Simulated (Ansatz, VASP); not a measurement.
# LuBRh3 in two plane-wave programs, part 2 of 2

One calculation is typed for both programs; each brings its own data sets and cutoff. How far apart do they land?

VASP 6.6.1 and Ansatz 0.2.0.

So far: The structure; VASP: relaxation of cell and atoms, PBEsol.

## 3. Ansatz: relaxation of cell and atoms, PBEsol

Level of this step: Ansatz beside VASP: Kohn-Sham DFT, plane waves, PBEsol (Ansatz).

Ansatz runs on its default PAW (the set named soft_2) files.

The same cell, functional, mesh and smearing now go to Ansatz, which takes its cutoff from its data sets.

Contents of input.yaml:

```yaml
crystal:
  lattice:
    - [4.12, 0.0, 0.0]
    - [0.0, 4.12, 0.0]
    - [0.0, 0.0, 4.12]
  atoms:
    - { symbol: Lu, position: [0.0, 0.0, 0.0] }
    - { symbol: Rh, position: [0.5, 0.5, 0.0] }
    - { symbol: Rh, position: [0.5, 0.0, 0.5] }
    - { symbol: Rh, position: [0.0, 0.5, 0.5] }
    - { symbol: B, position: [0.5, 0.5, 0.5] }
hamiltonian:
  xc: pbesol
  pseudopotentials: { kind: paw }
kpoints:
  mp_grid: { grid: [5, 5, 5] }
scf:
  occupations: { method: gaussian, width: 0.1 }
relax:
  f_tol: 0.01
  max_steps: 60
  cell: { stress_tol: 0.05 }
output:
  forces: true
  stress: true
```

Started as:

```
$ ansatz run input.yaml --threads 4 --pin off --max-ram 9216MiB --backend cpu --events-out ev --progress --plain --runs-dir out
```

Numbers of over 12 decimals in the logs are rounded to 6 here.

Output:

```text
Engine: ansatz 0.2.0, x86_64-unknown-linux-gnu
Pseudopotentials: kind: paw
Pseudopotential: Lu, paw, valence charge 25, recommended cutoff 420 eV (normal), Lu.paw.azcp
Pseudopotential: Rh, paw, valence charge 17, recommended cutoff 420 eV (normal), Rh.paw.azcp
Pseudopotential: B, paw, valence charge 3, recommended cutoff 420 eV (normal), B.paw.azcp
Functional definition: PBEsol
  exchange = pbesol_x
  correlation = pbesol_c
Crystal: 5 atoms, lattice volume = 69.935 Å³
Basis set: ecut = 420 eV, 1357 PW (Γ), exchange–correlation on 60×60×60 points (8 copies of the dense FFT grid, shifted against one another)
Bands: 48, of which v1, the nominal top of the filled ones, is band 40 counted from 1 (39 counted from 0)
Symmetry: 48 space group operations
Space group: Pm-3m (ITA 221), of the structure as read, at distance tolerance 4.1e-5 Å
k-points: 10 of 125
Non-local potential: Lu, projectors of the file, l = 0: 3, l = 1: 2, l = 2: 2, l = 3: 3
Non-local potential: Rh, projectors of the file, l = 0: 3, l = 1: 2, l = 2: 2, l = 3: 1
Non-local potential: B, projectors of the file, l = 0: 2, l = 1: 2, l = 2: 1
PAW form: soft (Blöchl's): semilocal exchange-correlation on the pseudo side does not see the compensation charge
PAW frozen core: Lu, regenerated for the run's functional, and the local potential with it (the file was generated under x = pbe(κ = 0.804, μ = 0.219515), c = pbe(β = 0.066725))
PAW frozen core: Rh, regenerated for the run's functional, and the local potential with it (the file was generated under x = pbe(κ = 0.804, μ = 0.219515), c = pbe(β = 0.066725))
PAW frozen core: B, regenerated for the run's functional, and the local potential with it (the file was generated under x = pbe(κ = 0.804, μ = 0.219515), c = pbe(β = 0.066725))
PAW one-centre angular grid: Lu, 590 points (default); XC on 64 Gauss nodes
PAW one-centre angular grid: Rh, 590 points (default); XC on 64 Gauss nodes
PAW one-centre angular grid: B, 110 points (default); XC on 64 Gauss nodes
Initial density: superposition of atomic densities (neutral atoms: chi_scale 0, normalization atom), corrected by the library's trained network
Initial wavefunctions: pseudopotential atomic-orbital guess
Functional: x = pbesol(κ = 0.804, μ = 0.123457), c = pbesol(β = 0.046)
SCF iter   1: F=—  HF=-33784.387526 eV  |F-HF|=—  |Δ(HF+E_count)|=         —  Δρ=6.24e-3  dr2=2.56e-2  ethr=1.77e-3  ⟨swp⟩=6.2  Hψ=2041  notcnv=0
preconditioner: auto → Kerker (q_TF=auto, 2.784 Å⁻¹)  [metal: Δε(μ)=0.036 eV  Ē_g=9.731 eV  σ=0.100 eV  W_gap=0.20  n_scr=26 (ndim 8)  ℏωp=32.3 eV  f_vac=0.000  D(μ)=3.69/eV (n_scr^D=32)]
SCF iter   2: F=—  HF=-33784.380564 eV  |F-HF|=—  |Δ(HF+E_count)|=   6.96e-3  Δρ=3.05e-3  dr2=7.19e-3  ethr=3.24e-5  ⟨swp⟩=2.4  Hψ=1007  notcnv=0
SCF iter   3: F=—  HF=-33784.379833 eV  |F-HF|=—  |Δ(HF+E_count)|=   7.30e-4  Δρ=9.46e-4  dr2=5.78e-4  ethr=9.11e-6  ⟨swp⟩=2.1  Hψ=720  notcnv=0
SCF iter   4: F=—  HF=-33784.379407 eV  |F-HF|=—  |Δ(HF+E_count)|=   4.27e-4  Δρ=6.24e-4  dr2=4.25e-4  ethr=7.31e-7  ⟨swp⟩=3.0  Hψ=908  notcnv=0
SCF iter   5: F=—  HF=-33784.379289 eV  |F-HF|=—  |Δ(HF+E_count)|=   1.17e-4  Δρ=2.14e-4  dr2=6.73e-5  ethr=5.38e-7  ⟨swp⟩=2.3  Hψ=802  notcnv=0
SCF iter   6: F=—  HF=-33784.379312 eV  |F-HF|=—  |Δ(HF+E_count)|=   2.24e-5  Δρ=7.08e-5  dr2=5.75e-6  ethr=8.52e-8  ⟨swp⟩=2.0  Hψ=747  notcnv=0
SCF iter   7: F=—  HF=-33784.379309 eV  |F-HF|=—  |Δ(HF+E_count)|=   2.25e-6  Δρ=1.96e-5  dr2=2.17e-7  ethr=7.27e-9  ⟨swp⟩=2.7  Hψ=964  notcnv=0
SCF iter   8: F=-33784.379309 eV  HF=-33784.379309 eV  |F-HF|=1.54e-8  |Δ(HF+E_count)|=   5.62e-8  Δρ=4.15e-6  dr2=1.20e-8  ethr=1.27e-10  ⟨swp⟩=6.0  Hψ=2361  notcnv=0
SCF 1 converged in 8 iterations: F = -33784.379309 eV  dr2 = 1.20e-8
  greatest PAW one-centre occupation: 1.000 electrons in one spin orbital (limit 2), on the Rh atom at site 3 (counted from 0), in its partial waves of l = 0
relax step   1: F+E_penalty+E_count = -33784.37930930 eV  Δ(F+E_penalty+E_count) = +0.000e0 eV  max|allowed force component| = 3.947e-28 eV/Å  Δτ_max = 0.0000 Å  P = +0.101 GPa  Ω = 69.935 Å³  (8 SCF iters, dr2 threshold 1.00e-7 eV, accepted)
[...]
relax step   2: F+E_penalty+E_count = -33784.37927999 eV  Δ(F+E_penalty+E_count) = +2.931e-5 eV  max|allowed force component| = 2.298e-29 eV/Å  Δτ_max = 0.0000 Å  P = -0.040 GPa  Ω = 69.982 Å³  energy of the carried Pulay correction = -3.828e-5 eV  (6 SCF iters, dr2 threshold 2.56e-8 eV, accepted)
[...]
relax step   3: F+E_penalty+E_count = -33784.37932787 eV  Δ(F+E_penalty+E_count) = -4.789e-5 eV  max|allowed force component| = 1.654e-29 eV/Å  Δτ_max = 0.0000 Å  P = -0.041 GPa  Ω = 69.982 Å³  stress off target by 4.05e-2 GPa  SCF on the basis re-selected at this cell (its energy is not comparable with the rows above)  (6 SCF iters)
basis re-selected at this cell: Δ(F+E_penalty+E_count) = -4.789e-5 eV, ΔP = -0.000 GPa vs the last step (what re-selecting the basis moved, of the pressure what is left beyond the Pulay correction that the steps carried, after the strain that the cell walked since its last selection, with what the two solves' SCF thresholds leave and, on support functions, any second-order correction that the steps lacked; it is no m [...]
SCF converged after 6 iterations
Free energy (F): -33784.379328 eV
Harris-Foulkes:  -33784.379328 eV  (|F-HF|=7.28e-12)
Internal energy: -33784.360916 eV  (E = F + TS)
E sigma→0 (E₀):  -33784.370122 eV
Entropy (-TS):   -0.018412 eV (-3.682 meV/atom)
Fermi energy:    19.433969 eV
--- Per-component energies (eV) ---
  E_band       = -183.119867
  E_kinetic    = 2197.165556
  E_local      = -11097.825145  (includes V_loc(G=0)·N_el)
  E_nonlocal   = 1666.034691
  E_hartree    = 4329.502073
  E_xc         = -913.944053
  E_vxc        = -1134.305396  (∫ρ·V_xc dr)
  E_paw        = -17905.174335  (= ΣΔE_a)
  E_vpaw       = -473.196435  (= ΣTr[D̂ρ^β])
  E_aug_tail   = 0.002515  (compensation charges beyond the density's cutoff)
  E_ewald      = -12062.157695
  E_core_change = 2.035478  (= ΣΔE_core)
  E_smearing   = -0.018412  (= −TS)
  E_closure    = -0.000000  (closes the sum)
  Σ components = -33784.379328   (vs F -33784.379328, Δ=0.00e0)
--- Forces (eV/Å), atoms counted from 1 ---
  atom   1  Lu    -0.00000000    -0.00000000     0.00000000
  atom   2  Rh    -0.00000000     0.00000000     0.00000000
  atom   3  Rh     0.00000000    -0.00000000     0.00000000
  atom   4  Rh     0.00000000    -0.00000000     0.00000000
  atom   5  B     -0.00000000    -0.00000000    -0.00000000
  max |Σ_I F_I| component: 2.12e-29 eV/Å
--- Stress (GPa, compression-positive) ---
       -0.040526       0.000000      -0.000000
        0.000000      -0.040526      -0.000000
       -0.000000      -0.000000      -0.040526
  P = ⅓ Tr σ = -0.0405 GPa (-0.405 kbar)
--- Relaxed structure (2 steps of the walk, 2 accepted, 1 SCFs on fresh bases) ---
  F+E_penalty+E_count = -33784.37932787 eV   max|allowed force component| = 1.654e-29 eV/Å   (the final SCF, on the basis selected at the relaxed cell)
  cell:  # Å, volume = 69.9816 Å³
    - [4.120923, 0, 0]
    - [0, 4.120923, 0.0]
    - [0, 0.0, 4.120923]
  atoms:
    - { symbol: Lu, position: [0, 0, 0] }
    - { symbol: Rh, position: [0.5, 0.5, 0] }
    - { symbol: Rh, position: [0.5, 0, 0.5] }
    - { symbol: Rh, position: [0, 0.5, 0.5] }
    - { symbol: B, position: [0.5, 0.5, 0.5] }
```

Elapsed: 3.2 s, on 4 threads of Intel Xeon Platinum 8375C at 2.90GHz (Ice Lake), shared host; peak memory 0.46 GiB.

## 4. Comparison

Known differences besides the PAW data sets themselves: both relaxations stop at a tolerance, which leaves soft axes loose, and VASP keeps its plane-wave basis; the data sets hold 79 valence electrons in Ansatz (default PAW (the set named soft_2) files) and 55 in VASP; Ansatz makes its cores anew for this functional, VASP keeps those of its PBE data sets; VASP leaves aspherical gradient terms in its spheres out (LASPH is not set), Ansatz keeps them; Ansatz adds a Pulay correction to the stress that steers its cell, VASP none. Total energies have different zeros and are not compared.

Both answers:

| quantity | Ansatz | VASP | difference |
| --- | --- | --- | --- |
| volume (Å³) | 69.98 | 70.09 | -0.16 % |
| edge a after relaxation, in the typed setting (Å) | 4.121 | 4.123 | -0.05 % |

The walks stopped with -0.04 GPa left in Ansatz and -0.02 GPa in VASP; each walk ends within a tolerance, so the volume difference is uncertain by about these residues over the bulk modulus, most in soft cells.

## 5. Results

| Quantity | Value |
| --- | --- |
| difference in volume (relaxation of cell and atoms, PBEsol) | -0.16 % |

What this shows: The difference in volume is -0.16 % (relaxation of cell and atoms, PBEsol), within the 1.2 % picked in this series as the mark of a large difference, as far as the stopping tolerances let one tell. How closely two codes agree says nothing of how well the functional describes the real material.

[Lines on the potential files, build, host, timing and source positions are cut from VASP's logs without a mark.]

[Logs are printed without paths, hosts, clocks, repeated set-up lines and the standing remarks that a program may print on its own settings, such as how far it seeks lower states.]

[Hosts, paths, dates, database ids (printed as entryN), source tags and the programs' standing remarks are cut or masked in the printed files.]
